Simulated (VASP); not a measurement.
Input:

```
Al3GaN4
1.0
    0.00000     2.20362     2.20362
    2.20362     0.00000     2.20362
    8.81375     8.81375     0.00073
Ga N Al
1 4 3
Direct
  0.00039   0.00039   0.99971
  0.24366   0.24366   0.06726
  0.24863   0.24863   0.31353
  0.25151   0.25151   0.56136
  0.25640   0.25640   0.80770
  0.99653   0.99653   0.25260
  0.00001   0.00001   0.49999
  0.00286   0.00286   0.74785
```

Level of theory: PBEsol GGA, VASP's PBE PAW potentials (set 64) (plane waves; VASP). Numerical set-up: 520 eV cut-off, 10×10×3 Γ-centred mesh, tetrahedra with Blöchl corrections, potentials Ga_d N Al.

### Question
Predict the energy per atom (σ→0), band gap (on the k-mesh) with the smallest direct gap where there is one.

### Answer

The band gap (on the k-mesh) comes out as 2.88 eV and the smallest direct gap (on the k-mesh) comes out as 3.08 eV. The energy per atom (σ→0) is -7.491 eV/atom.

The absolute energy has meaning only against runs of the same code, potentials and settings.

The structure was generated: Al3GaN4 was put into an ordered model structure (R3m), which need not be its known phase. It was relaxed first.
